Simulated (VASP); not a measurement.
# Ca: energy against volume

Ca (fcc, Fm-3m, 40.627 Å³/atom and stress up to 0.02 GPa in the relaxed cell, cube axes along x, y and z) under an equal strain ε along all three axes. PBEsol in VASP (plane waves, PAW), 480 eV, 14×14×14 Γ-centred mesh, Methfessel-Paxton smearing 0.10 eV. Against the start cell, which lies near the measured one, the relaxed cell differs by -6.5 % in volume; the values below rest on it.

Here V stands for volume and E for E less E0.

```
volume (Å³/atom)  E less E0 (meV/atom)  pressure (GPa)
----------------  --------------------  --------------
37.0793                              ?               ?
38.2379                           8.77            1.16
38.8262                           4.93            0.84
39.4205                           2.21            0.54
40.0208                           0.59            0.25
40.6271                           0.00           -0.02
41.2396                           0.43           -0.28
41.8582                           1.83           -0.53
42.4829                           4.19           -0.76
43.1138                           7.47           -0.98
```

Q: Fit E against V with the third-order Birch-Murnaghan form, a cubic in V^(-2/3), and predict the withheld value at V = 37.0793.

A: With u = V^(-2/3) - 0.0847, the rows have u = 0.0034057, 0.0025134, 0.0016347, 0.0007692, -0.0000833, -0.0009232, -0.0017507, -0.0025658, -0.0033691. Least squares gives E = 0.010 + 204.0·u + 706377·u² - 3309230·u³. Residuals (row less fit): 0.003, -0.003, -0.007, 0.007, 0.002, 0.004, -0.006, -0.003, 0.003; standard error 0.006 (degrees of freedom: 5). Its minimum lies at u = -0.0001443, so V0 = (0.0845557)^(-3/2) = 40.67. There d²E/du² = 1416000 and d³E/du³ = -1.986e7, so B0 = (4/9) × 40.67^(-7/3) × 1416000 × 0.160218 = 17.7 GPa (the last factor turns the table's units into GPa), and B0' = 4 + (2/3) × 0.0845557 × (-1.986e7)/1416000 = 3.2. B0' rests on the cubic coefficient alone and has a standard error of 0.1 from these residuals. At the withheld row, u = 0.0052316, so E = 0.010 + 204.0 × 0.0052316 + 706377 × 0.0052316² - 3309230 × 0.0052316³ = 19.937 meV/atom. The calculation gives 19.94 meV/atom, which the fit meets to the printed digits. The row lies outside the fitted rows, so this is an extrapolation. The scatter of the fitted rows lies at the last printed digit.

In a metal these values are sensitive to mesh and smearing; energies are taken to zero smearing, stresses follow the free energy. Other structures, which can take over under pressure, weren't tried. The same form fitted to the pressure column gives B0' = 3.1; series where the two differ by over 0.4 aren't shown. Rows are the converged runs of the series near zero and its far end, less any whose ions stayed unrelaxed beside relaxed ones; series whose fitted rows scatter by over a few per cent of the range, as at a crossing or softening among them, aren't shown in this form.
